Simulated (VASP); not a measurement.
Here is the system:

```yaml
crystal:
  lattice:
    - [0.00000, 2.78943, 2.78943]
    - [2.78943, 0.00000, 2.78943]
    - [2.78943, 2.78943, 0.00000]
  atoms:
    - { symbol: Ba, position: [0.00000, 0.00000, 0.00000] }
    - { symbol: O, position: [0.50000, 0.50000, 0.50000] }
```

Computed with PBE GGA with D3 dispersion (zero damping), VASP's PBE PAW potentials (set 64) (plane waves; VASP). Run with 520 eV cut-off, Gaussian smearing of 0.050 eV, potentials Ba_sv O.

Unless said otherwise, spin-orbit coupling is left out, though it shifts the bands of the heavy elements here.

Problem. Give the energies of bands 6 to 11 at the high-symmetry points, in eV from the valence-band maximum.

Solution. 
```
band      Γ      X      U      L      W
----  -----  -----  -----  -----  -----
6     -0.29  -0.13  -0.88  -1.91  -1.24
7     -0.29  -0.13  -0.68  -1.38  -0.19
8     -0.29   0.00  -0.14  -1.38  -0.19
9      3.45   2.05   3.45   4.90   4.61
10     4.69   5.89   6.50   7.09   4.61
11     4.69   8.79   6.89   7.09   6.75
```

The gap is direct, 2.05 eV, from the valence maximum at X to the conduction minimum at X.

Measured: gap 4.40 eV (computed value off by -2.35 eV), as given by Abedi et al., (2022), arXiv:2211.14644.

The compound is BaO in the rock salt structure. It was relaxed first.
